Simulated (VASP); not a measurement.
Input:

```
CELL_PARAMETERS angstrom
      5.10960     0.16051     0.16051
      0.16051     5.10960     0.16051
      0.16051     0.16051     5.10960
ATOMIC_POSITIONS crystal
  Si 0.03280 0.98086 0.98086
  Si 0.21720 0.26914 0.26914
  Si 0.48086 0.53280 0.98086
  Si 0.76914 0.71720 0.26914
  Si 0.48086 0.98086 0.53280
  Si 0.76914 0.26914 0.71720
  C  0.94526 0.44526 0.44526
  C  0.30474 0.80474 0.80474
```

Level of theory: PBEsol GGA, VASP's PBE PAW potentials (set 64) (plane waves; VASP). Settings: 520 eV cut-off, 7×7×7 Γ-centred mesh, tetrahedra with Blöchl corrections, potentials Si C.

Estimate the energy per atom (σ→0), band gap (on the k-mesh) with the smallest direct gap where there is one.

```json
{
 "band gap (on the k-mesh)": "none (metal, semimetal or under 0.01 eV)",
 "energy per atom (σ→0)": "-617.1 kJ/mol-atom"
}
```

The structure was generated: C2Si6 was put into an ordered model structure (R-3m), which need not be its known phase. It was relaxed first, which changed the volume by +9 %.
